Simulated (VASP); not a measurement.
Crystal: Sn2Ge.

```
Sn Ge
1.0
     4.55138    0.00999   -0.01867
    -4.53409    7.67270    0.02910
    -0.04582    0.01478   11.27537
Sn Ge
8 4
Cartesian
  -0.0321 2.6476 9.0268
  -2.4545 6.2578 9.3428
  2.1251 1.4330 2.1109
  -0.2283 5.0138 2.1292
  0.2496 2.5966 5.9521
  -2.3428 6.5106 6.3152
  2.3126 1.5320 5.1397
  0.0460 4.8642 5.2735
  0.0147 7.4073 10.0439
  -2.2798 4.0403 10.0826
  -0.0246 0.0684 1.4531
  2.3017 3.7705 0.9656
```

The cell was built by a generator and needn't be a form met in nature.

* Program: VASP 6.6.1
* Task: relaxation of cell and atoms
* Functional: PBE
* Potentials or basis: VASP PAW PBE potentials, release 64 (Sn_d, Ge_d)
* Cutoff: 520 eV
* k mesh: 3 × 3 × 2
* Occupations: gaussian, width 0.15 eV
* Spin: no spin polarisation

At the start: pressure 3.6 GPa; volume 32.85 Å³/atom.

Where does the relaxation end?

Over 46 steps the energy falls by 349.8 meV/atom and the volume is 32.48 Å³/atom (-1.1 %); space group P1 (No. 1, to 0.05 Å).

Step by step:
| step | energy change (eV) | largest force (eV/Å) | pressure (GPa) | volume (Å³) |
| --- | --- | --- | --- | --- |
| 1 | 0.0000 | 6.4878 | 3.64 | 394.25 |
| 3 | -2.9509 | 1.3975 | -2.52 | 426.78 |
| 5 | -3.9408 | 1.0142 | 0.72 | 384.43 |
| 7 | -3.9239 | 0.9321 | 0.09 | 392.00 |
| 9 | -4.0934 | 0.4479 | 0.19 | 387.76 |
| 11 | -4.1485 | 0.2081 | 0.16 | 390.39 |
| 13 | -4.1488 | 0.2070 | -0.09 | 390.64 |
| 15 | -4.1492 | 0.3659 | 0.16 | 386.77 |
| 17 | -4.1597 | 0.1611 | -0.15 | 388.80 |
| 19 | -4.1658 | 0.1449 | 0.11 | 389.04 |
| 21 | -4.1669 | 0.3584 | -0.02 | 390.37 |
| 23 | -4.1729 | 0.1988 | -0.27 | 392.18 |
| 25 | -4.1794 | 0.1144 | -0.20 | 391.76 |
| 27 | -4.1834 | 0.2244 | -0.08 | 390.68 |
| 29 | -4.1875 | 0.1393 | 0.00 | 388.16 |
| 31 | -4.1870 | 0.1405 | 0.24 | 387.16 |
| 33 | -4.1907 | 0.0560 | 0.10 | 387.85 |
| 35 | -4.1917 | 0.0778 | 0.21 | 387.99 |
| 37 | -4.1947 | 0.0611 | -0.06 | 390.78 |
| 39 | -4.1961 | 0.0375 | -0.20 | 390.84 |
| 41 | -4.1970 | 0.0432 | 0.05 | 389.38 |
| 43 | -4.1970 | 0.0421 | 0.05 | 389.43 |
| 45 | -4.1970 | 0.0428 | 0.08 | 389.46 |
| 46 | -4.1972 | 0.0299 | -0.10 | 389.78 |

Final structure:
```
Sn Ge
1.0
     4.66336    0.00161    0.00297
    -4.66332    7.64486   -0.09448
     0.00056   -0.13183   10.93252
Sn Ge
8 4
Direct
  0.33394 0.33590 0.81416
  0.33175 0.83602 0.81367
  0.65227 0.16125 0.18753
  0.65072 0.66095 0.18789
  0.34901 0.33123 0.55076
  0.32483 0.83183 0.54998
  0.69019 0.17220 0.45141
  0.66428 0.67090 0.45189
  0.99271 0.99717 0.88587
  0.99429 0.49759 0.88602
  0.98983 0.99972 0.11587
  0.98969 0.49968 0.11560
```

Caveat: the k mesh is coarse (spacing up to 0.53 Å⁻¹), so the values aren't converged.
